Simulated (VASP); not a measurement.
Output of a VASP run:

**OSZICAR**
```
       N       E                     dE             d eps       ncg     rms          rms(c)
DAV:   1    -0.226821544014E+01   -0.22682E+01   -0.52914E+03  1752   0.102E+03
DAV:   2    -0.210412855555E+02   -0.18773E+02   -0.18259E+02  2504   0.114E+02
DAV:   3    -0.211308090620E+02   -0.89524E-01   -0.89524E-01  1800   0.111E+01
DAV:   4    -0.211308774030E+02   -0.68341E-04   -0.68341E-04  2480   0.294E-01
DAV:   5    -0.211308774163E+02   -0.13305E-07   -0.13305E-07  1776   0.240E-03    0.504E+00
DAV:   6    -0.207157585871E+02    0.41512E+00   -0.61331E+00  2176   0.319E+01    0.353E+00
DAV:   7    -0.208192676292E+02   -0.10351E+00   -0.10156E-02  1752   0.139E+00    0.324E+00
DAV:   8    -0.207017118422E+02    0.11756E+00   -0.85328E-01  1912   0.751E+00    0.888E-01
DAV:   9    -0.208499785220E+02   -0.14827E+00   -0.23577E-01  1912   0.449E+00    0.689E-01
DAV:  10    -0.208579529804E+02   -0.79745E-02   -0.53795E-03  1848   0.101E+00    0.273E-01
DAV:  11    -0.208966973623E+02   -0.38744E-01   -0.69701E-03  1664   0.124E+00    0.116E-01
DAV:  12    -0.208980522909E+02   -0.13549E-02   -0.82540E-04  1968   0.272E-01    0.353E-02
DAV:  13    -0.208980569908E+02   -0.46999E-05   -0.61368E-06  1952   0.346E-02    0.252E-02
DAV:  14    -0.208980931910E+02   -0.36200E-04   -0.14980E-05  1680   0.486E-02    0.374E-03
DAV:  15    -0.208981098511E+02   -0.16660E-04   -0.58472E-06  1672   0.272E-02    0.669E-04
DAV:  16    -0.208981097125E+02    0.13859E-06   -0.62747E-08  1960   0.347E-03    0.113E-03
DAV:  17    -0.208981098292E+02   -0.11668E-06   -0.84972E-08  1664   0.441E-03    0.182E-04
DAV:  18    -0.208981098835E+02   -0.54258E-07   -0.17647E-09   832   0.593E-04
   1 F= -.20898110E+02 E0= -.20898110E+02  d E =0.000000E+00
       N       E                     dE             ncg
```

File OUTCAR:
```
------------------------ aborting loop because EDIFF is reached ----------------------------------------
  FORCE on cell =-STRESS in cart. coord.  units (eV):
  Direction    XX          YY          ZZ          XY          YZ          ZX
  --------------------------------------------------------------------------------------
  Total        0.0037099      0.0037099      0.0037099     -0.0000000      0.0000000      0.0000000
  in kB        0.5218306      0.5218306      0.5218306     -0.0000000      0.0000000      0.0000000
  external PRESSURE =       0.5218306 kB  Pullay stress =       0.0000000 kB
  volume of cell :       11.39
      direct lattice vectors                 reciprocal lattice vectors
     0.000000000  1.785823001  1.785823001    -0.279982954  0.279982954  0.279982954
     1.785823001  0.000000000  1.785823001     0.279982954 -0.279982954  0.279982954
     1.785823001  1.785823001  0.000000000     0.279982954  0.279982954 -0.279982954
 POSITION                                       TOTAL-FORCE (eV/Angst)
 -----------------------------------------------------------------------------------
      0.00000      0.00000      0.00000         0.000000      0.000000      0.000000
      0.89291      0.89291      0.89291        -0.000000     -0.000000     -0.000000
 -----------------------------------------------------------------------------------
    total drift:                                0.000000      0.000000      0.000000
  FREE ENERGIE OF THE ION-ELECTRON SYSTEM (eV)
  ---------------------------------------------------
  free  energy   TOTEN  =       -20.8981098835 eV

  energy  without entropy=      -20.8981098835  energy(sigma->0) =      -20.89810988

 total charge

# of ion       s       p       d       tot
------------------------------------------
    1        0.843   1.742   0.000   2.585
    2        0.843   1.742   0.000   2.585
--------------------------------------------------
tot          1.686   3.484   0.000   5.169
```
(Selected blocks of OUTCAR.)

File POSCAR:
```
C
1
    0.0000000000     1.7858230012     1.7858230012
    1.7858230012     0.0000000000     1.7858230012
    1.7858230012     1.7858230012    -0.0000000000
C
2
Direct
  0.0000000000   0.0000000000   0.0000000000
  0.2500000000   0.2500000000   0.2500000000
```

### Question
Reconstruct the remaining input files.

### Answer
Several could match; the one computed here: the input of the run itself, TPSS meta-GGA, plane waves, VASP's PBE PAW potentials (set 64).

**KPOINTS_OPT**
```
k-points along high-symmetry lines
10
Line-mode
Reciprocal
  0.000000   0.000000   0.000000 ! GAMMA
  0.500000   0.000000   0.500000 ! X

  0.500000   0.000000   0.500000 ! X
  0.625000   0.250000   0.625000 ! U

  0.375000   0.375000   0.750000 ! K
  0.000000   0.000000   0.000000 ! GAMMA

  0.000000   0.000000   0.000000 ! GAMMA
  0.500000   0.500000   0.500000 ! L

  0.500000   0.500000   0.500000 ! L
  0.500000   0.250000   0.750000 ! W

  0.500000   0.250000   0.750000 ! W
  0.500000   0.000000   0.500000 ! X
```

**KPOINTS**
```
Automatic mesh
0
gamma
14 14 14
0 0 0
```

INCAR:
```
ISIF = 2   ! forces and stress, cell fixed
NELM = 100   ! most electronic steps
LORBIT = 11   ! lm-projected
LMIXTAU = .TRUE.
LREAL = .FALSE.
ISMEAR = -5   ! tetrahedra, Bloechl
EDIFF = 1E-7
LCHARG = .FALSE.
NEDOS = 601   ! DOS grid
SYSTEM = C
LWAVE = .FALSE.
ENCUT = 520
PREC = Accurate
METAGGA = TPSS
LASPH = .TRUE.   ! aspherical one-centre terms
ALGO = Normal   ! blocked Davidson
```

POTCAR, in this order: C (PBE.64 set). Program: vasp_std.

The compound is C in the diamond structure. It was relaxed first.
